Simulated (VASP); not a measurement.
Crystal: Ta.

```
Ta
1.0
    -1.65128    1.65128    1.65128
     1.65128   -1.65128    1.65128
     1.65128    1.65128   -1.65128
Ta
1
Direct
  0.00000 0.00000 0.00000
```

```yaml
Program: VASP 6.6.1
Task: relaxation of cell and atoms
Functional: PBE
Potentials_or_basis: VASP PAW PBE potentials, release 64 (Ta_pv)
Cutoff: 520 eV
k_mesh: 18 × 18 × 18
Occupations: gaussian, width 0.3 eV
Spin: no spin polarisation
```

At the start: pressure 3.4 GPa; volume 18.01 Å³/atom.

How do energy, volume and symmetry change on relaxing?

Over 16 steps the energy falls by 3.2 meV/atom and the volume is 18.32 Å³/atom (+1.7 %); space group Im-3m (No. 229, to 0.05 Å).

The path:
```tsv
step	energy change (eV)	largest force (eV/Å)	pressure (GPa)	volume (Å³)
1	0.0000	0.0000	3.40	18.01
2	0.0124	0.0000	-6.85	19.02
3	-0.0032	0.0000	-0.03	18.32
4	-0.0032	0.0000	0.03	18.31
5	-0.0032	0.0000	0.03	18.31
6	-0.0032	0.0000	0.03	18.31
7	-0.0032	0.0000	0.03	18.31
8	-0.0032	0.0000	0.03	18.31
9	-0.0032	0.0000	0.03	18.31
10	-0.0032	0.0000	0.03	18.31
11	-0.0032	0.0000	0.03	18.32
12	-0.0032	0.0000	0.03	18.32
13	-0.0032	0.0000	0.03	18.32
14	-0.0032	0.0000	0.03	18.32
15	-0.0032	0.0000	0.03	18.32
16	-0.0032	0.0000	0.00	18.32
```

Final structure:
```cif
data_structure
_symmetry_space_group_name_H-M 'P 1'
_symmetry_Int_Tables_number 1
_cell_length_a 2.8763
_cell_length_b 2.8763
_cell_length_c 2.8763
_cell_angle_alpha 109.471
_cell_angle_beta 109.471
_cell_angle_gamma 109.471
_cell_volume 18.32
loop_
_atom_site_label
_atom_site_type_symbol
_atom_site_fract_x
_atom_site_fract_y
_atom_site_fract_z
_atom_site_occupancy
Ta1 Ta 0.00000 0.00000 0.00000 1
```
